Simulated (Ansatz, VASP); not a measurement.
# CaYS6 in VASP and in Ansatz

```
Ca Y S
1.0
     5.56152    0.00000    0.00000
     0.00000    5.56152    0.00000
     0.00000    0.00000    5.56152
Ca Y S
1 1 6
Direct
  0.00000 0.00000 0.00000
  0.50000 0.50000 0.50000
  0.00000 0.50000 0.50000
  0.50000 0.00000 0.50000
  0.50000 0.50000 0.00000
  0.50000 0.00000 0.00000
  0.00000 0.50000 0.00000
  0.00000 0.00000 0.50000
```

Alike in both runs: functional PBE; k mesh 4 × 4 × 4; occupations gaussian, width 0.1 eV; no spin polarisation.

Ansatz relaxed the structure, and its values are those at the end. VASP's run is a single point on that final structure, the one shown.

|  | VASP | Ansatz |
| --- | --- | --- |
| version | VASP 6.6.1 | Ansatz 0.2.0 |
| potentials or method | VASP PAW PBE potentials, release 64 (Ca_sv, Y_sv, S) | scalar-relativistic, plane waves, PAW |
| plane-wave cutoff (eV) | 520 | 420 |
| valence electrons in the cell | 57 | 57 |

|  | VASP | Ansatz | Ansatz less VASP |
| --- | --- | --- | --- |
| gap on the k mesh at the Fermi level (eV) | none | none | - |
| pressure (GPa) | 0.0 | 0.0 | 0.00 |

A gap of «none» marks a metal or a gap that the smearing closes.
